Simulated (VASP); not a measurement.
# Germanium: the relaxed cell at several levels of theory, part 2 of 2

Which functional gives which lattice for Germanium? The starting structure is a measured crystal structure from the Crystallography Open Database. The first relaxation on each setting starts from this cell expanded by 3 % in volume.

VASP 6.6.1.

Results so far: PBEsol 22.74 Å³ an atom; LDA 22.19 Å³ an atom; PBE 23.76 Å³ an atom; PBEsol + D3(BJ) 22.13 Å³ an atom.

## Step 6: Relaxation with r2SCAN

Level of this step: r2SCAN; plane waves and PAW (Ge_d) (VASP).

r2SCAN adds the kinetic-energy density, costs more than a GGA and is run with LASPH.

INCAR reads:

```
SYSTEM = Ge
PREC = Accurate
ENCUT = 450
EDIFF = 1E-06
NELM = 100
ISMEAR = 1
SIGMA = 0.15
LREAL = .FALSE.
ALGO = Normal
METAGGA = R2SCAN
LASPH = .TRUE.
NBANDS = 20
LORBIT = 11
LWAVE = .FALSE.
LCHARG = .FALSE.
KPAR = 2
IBRION = 2
NSW = 50
ISIF = 3
EDIFFG = -0.004
```

POSCAR reads:

```
Ge
1.0
    0.0000000000      2.8569208316      2.8569208316
    2.8569208316      0.0000000000      2.8569208316
    2.8569208316      2.8569208316      0.0000000000
Ge
2
Direct
    0.7500000000      0.7500000000      0.7500000000
    0.5000000000      0.5000000000      0.5000000000
```

KPOINTS reads:

```
Automatic mesh
0
Gamma
14 14 14
0 0 0
```

The projector-augmented-wave data sets are Ge_d (PBE family, release 64).

Started as:

```sh
$ mpirun -np 2 vasp_std
```

Output:

```text
[banner, memory and clock lines left out]
running    2 mpi-ranks, on    1 nodes
[...]
[... a notice as in an earlier step ...]

 LDA part: xc-table for (None), standard interpolation
 POSCAR, INCAR and KPOINTS ok, starting setup
[...]
entering main loop
       N       E                     dE             d eps       ncg     rms          rms(c)
DAV:   1     0.159282548662E+03    0.15928E+03   -0.14342E+04  4464   0.360E+03
DAV:   2    -0.500014663229E+01   -0.16428E+03   -0.15980E+03  4172   0.576E+02
DAV:   3    -0.296330060122E+02   -0.24633E+02   -0.24451E+02  4692   0.144E+02
DAV:   4    -0.304271292380E+02   -0.79412E+00   -0.79364E+00  4680   0.304E+01
[...]
DAV:  12    -0.277372234468E+02   -0.25505E-05   -0.18515E-05  5256   0.647E-02    0.345E-03
DAV:  13    -0.277372275624E+02   -0.41156E-05   -0.72289E-07  2992   0.112E-02    0.143E-03
DAV:  14    -0.277372278191E+02   -0.25665E-06   -0.31365E-07  2444   0.988E-03
   1 F= -.27737228E+02 E0= -.27737279E+02  d E =-.277372E+02
[... from here on, the cycles between the ionic steps are left out ...]
   2 F= -.27741747E+02 E0= -.27741797E+02  d E =-.451933E-02
   3 F= -.27742847E+02 E0= -.27742898E+02  d E =-.561932E-02
   4 F= -.27742833E+02 E0= -.27742885E+02  d E =-.560530E-02
   5 F= -.27742847E+02 E0= -.27742898E+02  d E =-.561880E-02
[...]
reached required accuracy - stopping structural energy minimisation
```

Wall time 5.4 min (2 MPI ranks of AMD EPYC 9R45, shared host); peak memory 0.38 GiB.

Parts of OUTCAR (step 6):

```text
  Total        0.0071116      0.0071116      0.0071116      0.0000000      0.0000000      0.0000000
  in kB        0.2499971      0.2499971      0.2499971      0.0000000      0.0000000      0.0000000
  external PRESSURE =       0.2499971 kB  Pullay stress =       0.0000000 kB

 POSITION                                       TOTAL-FORCE (eV/Angst)
 -----------------------------------------------------------------------------------
      4.25267      4.25267      4.25267         0.000000     -0.000000     -0.000000
      2.83511      2.83511      2.83511         0.000000      0.000000      0.000000
 -----------------------------------------------------------------------------------
    total drift:                                0.000000      0.000000      0.000000

  FREE ENERGIE OF THE ION-ELECTRON SYSTEM (eV)
  ---------------------------------------------------
  free  energy   TOTEN  =       -27.7428466189 eV

  energy  without entropy=      -27.7430004329  energy(sigma->0) =      -27.74289789

[... 2 parts as in an earlier step ...]

[... 2 further parts left out ...]
[key lines of the parts left out:]
E-fermi :   4.7710
```

With r2SCAN the relaxed cell holds 22.788 Å³ an atom, +0.66 % against the measured cell, with a = 5.670 Å. That is +0.23 % from PBEsol. Pressures at 0.985 and 1.015 times this volume, from two more relaxations that aren't shown, give a bulk modulus of 71.6 GPa.

## Step 7: Relaxation with r2SCAN + rVV10

rVV10 adds a nonlocal correlation energy for dispersion. This run starts from the cell of an earlier relaxation, which isn't shown; the restart sets up the plane waves anew.

Edit INCAR of step 6 so:

```diff
@@ -10,2 +10,6 @@
 METAGGA = R2SCAN
+LUSE_VDW = .TRUE.
+IVDW_NL = 2
+BPARAM = 11.95
+CPARAM = 0.0093
 LASPH = .TRUE.
```

POSCAR reads:

```
Ge
1.0
    0.0000000000      2.8248779744      2.8248779744
    2.8248779744      0.0000000000      2.8248779744
    2.8248779744      2.8248779744      0.0000000000
Ge
2
Direct
    0.7500000000      0.7500000000      0.7500000000
    0.5000000000      0.5000000000      0.5000000000
```

KPOINTS is that of step 6.

Started as:

```sh
$ mpirun -np 2 vasp_std
```

Output:

```text
[banner, memory and clock lines left out]
running    2 mpi-ranks, on    1 nodes
[...]
|                                                                             |
|               ----> ADVICE to this user running VASP <----                  |
|                                                                             |
|     You have switched on vdW-DFT.                                           |
|     This routine was written and supplied by Jiri Klimes. We recommend      |
|     that you carefully read and cite the following publications:            |
|       J. Klimes, D.R. Bowler, A. Michelides                                 |
|          J. Phys.: Cond Matt. 22 022201 (2010)                              |
|       J. Klimes, D.R. Bowler, A. Michelides                                 |
|          Phys. Rev. B. 83, 195131 (2011)                                    |
|     and references therein.                                                 |
|                                                                             |

[...]
Total rVV10 correction in eV:      0.8270392    28.6230341
Total rVV10 correction in eV:      0.8270392    28.6230341
DAV:  12    -0.269106411829E+02   -0.30641E-05   -0.19409E-05  5352   0.693E-02    0.299E-03
Total rVV10 correction in eV:      0.8270362    28.6230341
Total rVV10 correction in eV:      0.8270362    28.6230341
DAV:  13    -0.269106444213E+02   -0.32383E-05   -0.74946E-07  2956   0.108E-02    0.214E-03
Total rVV10 correction in eV:      0.8270482    28.6230341
Total rVV10 correction in eV:      0.8270482    28.6230341
DAV:  14    -0.269106443129E+02    0.10835E-06   -0.88296E-07  2460   0.190E-02
Total rVV10 correction in eV:      0.8270481    28.6230341
Total rVV10 correction in eV:      0.8270481    28.6230341
Total rVV10 correction in eV:      0.8270489    28.6230341
Total rVV10 correction in eV:      0.8270489    28.6230341
   1 F= -.26910644E+02 E0= -.26910695E+02  d E =-.269106E+02
[... from here on, the cycles between the ionic steps are left out ...]
   2 F= -.26910667E+02 E0= -.26910717E+02  d E =-.226855E-04
   3 F= -.26910668E+02 E0= -.26910718E+02  d E =-.236777E-04
   4 F= -.26910661E+02 E0= -.26910711E+02  d E =-.167371E-04
   5 F= -.26910654E+02 E0= -.26910704E+02  d E =-.932608E-05
[...]
reached required accuracy - stopping structural energy minimisation
```

Wall time 5 min (2 MPI ranks); peak memory 0.57 GiB; 9.9 min of CPU time.

From OUTCAR (step 7):

```text
  Total        0.0070574      0.0070574      0.0070574     -0.0000000     -0.0000000     -0.0000000
  in kB        0.2508923      0.2508923      0.2508923     -0.0000000     -0.0000000     -0.0000000
  external PRESSURE =       0.2508923 kB  Pullay stress =       0.0000000 kB

 POSITION                                       TOTAL-FORCE (eV/Angst)
 -----------------------------------------------------------------------------------
      4.23680      4.23680      4.23680         0.000000      0.000000     -0.000000
      2.82453      2.82453      2.82453        -0.000000     -0.000000      0.000000
 -----------------------------------------------------------------------------------
    total drift:                                0.000000      0.000000      0.000000

  FREE ENERGIE OF THE ION-ELECTRON SYSTEM (eV)
  ---------------------------------------------------
  free  energy   TOTEN  =       -26.9106536390 eV

  energy  without entropy=      -26.9108048320  energy(sigma->0) =      -26.91070404

[... 2 parts as in an earlier step ...]

[... 2 further parts left out ...]
[key lines of the parts left out:]
E-fermi :   4.8665
```

With r2SCAN + rVV10 the relaxed cell holds 22.534 Å³ an atom, -0.46 % against the measured cell, with a = 5.649 Å. That is -0.89 % from PBEsol. Pressures at 0.985 and 1.015 times this volume, from two more relaxations that aren't shown, give a bulk modulus of 74.4 GPa.

## Step 8: Relaxation with optB86b-vdW

optB86b-vdW pairs nonlocal correlation with a less repulsive exchange of B86b form.

Edit INCAR of step 7 so:

```diff
@@ -9,7 +9,7 @@
 ALGO = Normal
-METAGGA = R2SCAN
+GGA = MK
+AGGAC = 0
 LUSE_VDW = .TRUE.
-IVDW_NL = 2
-BPARAM = 11.95
-CPARAM = 0.0093
+PARAM1 = 0.1234
+PARAM2 = 1
 LASPH = .TRUE.
```

POSCAR reads:

```
Ge
1.0
    0.0000000000      2.8569208316      2.8569208316
    2.8569208316      0.0000000000      2.8569208316
    2.8569208316      2.8569208316      0.0000000000
Ge
2
Direct
    0.7500000000      0.7500000000      0.7500000000
    0.5000000000      0.5000000000      0.5000000000
```

KPOINTS is that of step 7.

Started as:

```sh
$ mpirun -np 2 vasp_std
```

Output:

```text
[banner, memory and clock lines left out]
running    2 mpi-ranks, on    1 nodes
[...]
[... a notice as in an earlier step ...]

 [... a notice as in an earlier step ...]

 LDA part: xc-table for (Slater+PW92), standard interpolation
 POSCAR, INCAR and KPOINTS ok, starting setup
[...]
entering main loop
       N       E                     dE             d eps       ncg     rms          rms(c)
DAV:   1     0.183213680139E+03    0.18321E+03   -0.13981E+04  4472   0.351E+03
DAV:   2     0.223619141685E+02   -0.16085E+03   -0.15647E+03  4172   0.562E+02
DAV:   3    -0.177677266303E+01   -0.24139E+02   -0.23959E+02  4692   0.141E+02
DAV:   4    -0.255302153246E+01   -0.77625E+00   -0.77577E+00  4660   0.297E+01
[...]
DAV:  10    -0.246956709462E+01   -0.56413E-05   -0.17200E-05  5288   0.511E-02    0.567E-03
DAV:  11    -0.246956879232E+01   -0.16977E-05   -0.39102E-06  3660   0.219E-02    0.148E-03
DAV:  12    -0.246956892296E+01   -0.13065E-06   -0.18186E-07  3004   0.359E-03
   1 F= -.24695689E+01 E0= -.24695857E+01  d E =-.246957E+01
[... from here on, the cycles between the ionic steps are left out ...]
   2 F= -.24698393E+01 E0= -.24698747E+01  d E =-.270340E-03
   3 F= -.24698816E+01 E0= -.24699119E+01  d E =-.312651E-03
   4 F= -.24698759E+01 E0= -.24699083E+01  d E =-.307001E-03
   5 F= -.24698801E+01 E0= -.24699116E+01  d E =-.311188E-03
[...]
reached required accuracy - stopping structural energy minimisation
```

Run time: 97 s. Hardware: 2 MPI ranks; peak memory 0.69 GiB; 3.2 min of CPU time.

From OUTCAR (step 8):

```text
  Total        0.0061246      0.0061246      0.0061246      0.0000000      0.0000000     -0.0000000
  in kB        0.2117101      0.2117101      0.2117101      0.0000000      0.0000000     -0.0000000
  external PRESSURE =       0.2117101 kB  Pullay stress =       0.0000000 kB

 POSITION                                       TOTAL-FORCE (eV/Angst)
 -----------------------------------------------------------------------------------
      4.27659      4.27659      4.27659        -0.000000     -0.000000      0.000000
      2.85106      2.85106      2.85106         0.000000      0.000000     -0.000000
 -----------------------------------------------------------------------------------
    total drift:                                0.000000      0.000000      0.000000

  FREE ENERGIE OF THE ION-ELECTRON SYSTEM (eV)
  ---------------------------------------------------
  free  energy   TOTEN  =        -2.4698801106 eV

  energy  without entropy=       -2.4699744642  energy(sigma->0) =       -2.46991156

[... 2 parts as in an earlier step ...]

[... 2 further parts left out ...]
[key lines of the parts left out:]
E-fermi :   4.6590
```

With optB86b-vdW the relaxed cell holds 23.175 Å³ an atom, +2.37 % against the measured cell, with a = 5.702 Å. That is +1.93 % from PBEsol. Pressures at 0.985 and 1.015 times this volume, from two more relaxations that aren't shown, give a bulk modulus of 64.0 GPa.

## Step 9: Relaxation with RPBE

RPBE by itself binds more weakly than PBE and expands cells. This run starts from the cell of an earlier relaxation, which isn't shown; the restart sets up the plane waves anew.

Edit INCAR of step 8 so:

```diff
@@ -9,8 +9,3 @@
 ALGO = Normal
-GGA = MK
-AGGAC = 0
-LUSE_VDW = .TRUE.
-PARAM1 = 0.1234
-PARAM2 = 1
-LASPH = .TRUE.
+GGA = RP
 NBANDS = 20
```

POSCAR reads:

```
Ge
1.0
    0.0000000000      2.9002082726      2.9002082726
    2.9002082726      0.0000000000      2.9002082726
    2.9002082726      2.9002082726      0.0000000000
Ge
2
Direct
    0.7500000000      0.7500000000      0.7500000000
    0.5000000000      0.5000000000      0.5000000000
```

KPOINTS is that of step 8.

Started as:

```sh
$ mpirun -np 2 vasp_std
```

Output:

```text
[... set-up lines as in an earlier step ...]
 entering main loop
       N       E                     dE             d eps       ncg     rms          rms(c)
DAV:   1     0.179408871230E+03    0.17941E+03   -0.14057E+04  4500   0.348E+03
DAV:   2     0.167536693465E+02   -0.16266E+03   -0.15848E+03  4164   0.561E+02
DAV:   3    -0.760627502708E+01   -0.24360E+02   -0.24203E+02  4676   0.141E+02
DAV:   4    -0.838436098262E+01   -0.77809E+00   -0.77761E+00  4696   0.299E+01
[...]
DAV:  10    -0.836697690396E+01   -0.14512E-03   -0.26837E-04  4600   0.118E-01    0.767E-03
DAV:  11    -0.836698590433E+01   -0.90004E-05   -0.34256E-05  4736   0.844E-02    0.235E-03
DAV:  12    -0.836698647390E+01   -0.56957E-06   -0.14654E-06  3640   0.185E-02
   1 F= -.83669865E+01 E0= -.83670007E+01  d E =-.836699E+01
[... from here on, the cycles between the ionic steps are left out ...]
   2 F= -.83669864E+01 E0= -.83669971E+01  d E =0.596956E-07
   3 F= -.83669918E+01 E0= -.83670042E+01  d E =-.535948E-05
   4 F= -.83669892E+01 E0= -.83670030E+01  d E =-.274510E-05
   5 F= -.83669872E+01 E0= -.83670014E+01  d E =-.751392E-06
   6 F= -.83669886E+01 E0= -.83670026E+01  d E =-.212629E-05
   7 F= -.83669878E+01 E0= -.83670019E+01  d E =-.136965E-05
   8 F= -.83669875E+01 E0= -.83670016E+01  d E =-.100506E-05
   9 F= -.83669877E+01 E0= -.83670018E+01  d E =-.120305E-05
  10 F= -.83669877E+01 E0= -.83670018E+01  d E =-.126005E-05
  11 F= -.83669911E+01 E0= -.83670043E+01  d E =-.331956E-05
 trial-energy change:   -0.000003  1 .order   -0.000003   -0.000005   -0.000002
 step:   1.4699(harm=  1.4699)  dis= 0.00000  next Energy=    -8.366992 (dE=-0.424E-05)
 reached required accuracy - stopping structural energy minimisation
```

Elapsed: 67 s, on 2 MPI ranks; peak memory 0.36 GiB; 2.2 min of CPU time.

OUTCAR, selected parts (step 9):

```text
  Total        0.0054138      0.0054138      0.0054138      0.0000000      0.0000000      0.0000000
  in kB        0.1776978      0.1776978      0.1776978      0.0000000      0.0000000      0.0000000
  external PRESSURE =       0.1776978 kB  Pullay stress =       0.0000000 kB

 POSITION                                       TOTAL-FORCE (eV/Angst)
 -----------------------------------------------------------------------------------
      4.35102      4.35102      4.35102         0.000000      0.000000      0.000000
      2.90068      2.90068      2.90068        -0.000000     -0.000000     -0.000000
 -----------------------------------------------------------------------------------
    total drift:                                0.000000      0.000000      0.000000

  FREE ENERGIE OF THE ION-ELECTRON SYSTEM (eV)
  ---------------------------------------------------
  free  energy   TOTEN  =        -8.3669910535 eV

  energy  without entropy=       -8.3670307268  energy(sigma->0) =       -8.36700428

[... 2 parts as in an earlier step ...]

[... 2 further parts left out ...]
[key lines of the parts left out:]
E-fermi :   4.3925
```

With RPBE the relaxed cell holds 24.406 Å³ an atom, +7.81 % against the measured cell, with a = 5.801 Å. That is +7.34 % from PBEsol. Pressures at 0.985 and 1.015 times this volume, from two more relaxations that aren't shown, give a bulk modulus of 55.5 GPa.

## Step 10: Comparison

```tsv
level	volume (Å³/atom)	against the measured cell (%)	a (Å)	bulk modulus (GPa)	pressure left (GPa)	core minutes
PBEsol	22.736	0.43	5.6659	67.7	0.02	2.0
LDA	22.194	-1.97	5.6205	73.0	-0.02	2.4
PBE	23.761	4.96	5.7498	60.2	-0.03	2.0
PBEsol + D3(BJ)	22.129	-2.25	5.615	73.3	0.03	5.5
r2SCAN	22.788	0.66	5.6702	71.6	0.02	10.7
r2SCAN + rVV10	22.534	-0.46	5.6491	74.4	0.03	21.9
optB86b-vdW	23.175	2.37	5.7021	64.0	0.02	3.23
RPBE	24.406	7.81	5.8014	55.5	0.02	4.43
```

Core minutes are wall time times ranks, summed over the relaxations behind a row (those for a bulk modulus apart), on shared hosts.

## Step 11: Outcome

```yaml
volume_pbesol: 22.74 Å³/atom
volume_lda: 22.19 Å³/atom
volume_pbe: 23.76 Å³/atom
volume_pbesol_d3_bj: 22.13 Å³/atom
volume_r2scan: 22.79 Å³/atom
volume_r2scan_rvv10: 22.53 Å³/atom
volume_optb86b_vdw: 23.17 Å³/atom
volume_rpbe: 24.41 Å³/atom
```

Across 8 levels the volume of Germanium spans 10.3 %, from 22.13 Å³ an atom (PBEsol + D3(BJ)) to 24.41 Å³ (RPBE). Against the measured volume of the starting structure, PBEsol comes nearest (+0.4 %) and RPBE lies farthest (+7.8 %). The measured cell holds zero-point expansion and, unless it was taken cold, thermal expansion, which the runs lack, so small differences decide nothing. Adding D3(BJ) to PBEsol changes the volume by -2.7 %. Adding rVV10 to r2SCAN changes the volume by -1.1 %. The bulk modulus goes from 55.5 GPa (RPBE) to 74.4 GPa (r2SCAN + rVV10). LASPH is on in some of these runs and off in others, which adds a little to the differences. All runs keep the symmetry of the start, so they can't find a distortion of lower symmetry. Further runs on this material are not shown.

[Lines on the potential files, build, host, timing and source positions are cut from VASP's logs without a mark.]

[Logs are printed without paths, hosts, clocks, repeated set-up lines and the standing remarks that a program may print on its own settings, such as how far it seeks lower states.]

[Hosts, paths, dates, database ids (printed as entryN), source tags and the programs' standing remarks are cut or masked in the printed files.]
